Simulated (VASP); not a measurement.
Here is the system:

```yaml
crystal:
  lattice:
    - [-1.91710, 1.91710, 4.25129]
    - [1.91710, -1.91710, 4.25129]
    - [1.91710, 1.91710, -4.25129]
  atoms:
    - { symbol: Ta, position: [0.00000, 0.00000, 0.00000] }
    - { symbol: Al, position: [0.50000, 0.50000, 0.00000] }
    - { symbol: Al, position: [0.75000, 0.25000, 0.50000] }
    - { symbol: Al, position: [0.25000, 0.75000, 0.50000] }
```

The numbers are results of PBEsol GGA, VASP's PBE PAW potentials (set 64) (plane waves; VASP), not measurements. Run with 300 eV cut-off, 11×11×11 Γ-centred mesh, Gaussian smearing of 0.10 eV, potentials Ta_pv Al.

Question: Give the energies of bands 4 to 13 at the high-symmetry points, in eV from the Fermi level.

Answer: 
```
band       Γ      X      P      N      M      S      R
----  ------  -----  -----  -----  -----  -----  -----
4     -10.97  -6.83  -6.68  -7.90  -8.83  -7.60  -6.70
5      -4.01  -5.49  -5.43  -7.75  -8.71  -7.24  -6.35
6      -2.98  -5.36  -5.43  -4.84  -3.46  -6.76  -5.37
7      -2.89  -4.18  -5.10  -3.27  -1.37  -2.20  -4.54
8      -2.25  -3.42  -2.64  -2.27  -1.37  -1.83  -2.90
9      -2.25  -3.06  -2.64  -1.33  -1.30  -1.39  -2.31
10      0.16  -2.15  -1.66  -0.32  -0.03  -0.23  -2.00
11      1.32   1.11  -0.20   1.60  -0.03   1.24   1.47
12      1.32   2.09   1.44   1.63   0.36   1.91   1.66
13      1.78   2.48   2.09   2.56   2.92   2.58   2.06
```

It has no gap at this level: it comes out as a metal or semimetal.

The structure comes from a computed database's TaAl3 entry; how it stands against other phases isn't given here. The cell was not relaxed at this level.
